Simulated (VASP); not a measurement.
Consider the following.

```
CELL_PARAMETERS angstrom
      1.54069    -2.66855     0.00000
      1.54069     2.66855     0.00000
      0.00000     0.00000     5.05803
ATOMIC_POSITIONS crystal
  Si 0.66667 0.33333 0.49963
  Si 0.33333 0.66667 0.99963
  C  0.66667 0.33333 0.87537
  C  0.33333 0.66667 0.37537
```

The numbers are results of TPSS meta-GGA, VASP's PBE PAW potentials (set 64) (plane waves; VASP), not measurements. Numerical set-up: 520 eV cut-off, 9×9×5 Γ-centred mesh, tetrahedra with Blöchl corrections, potentials Si C.

Q: Estimate the energy per atom (σ→0), band gap (over mesh and band path) with the smallest direct gap where there is one.

A: 
The band gap (over mesh and band path) is 2.24 eV. The smallest direct gap (over mesh and band path) is 4.00 eV. The energy per atom (σ→0) comes out as -1013.2 kJ/mol-atom.

The absolute energy has meaning only against runs of the same code, potentials and settings.

The compound is SiC in the wurtzite structure, the rare 2H polytype. It was relaxed first.
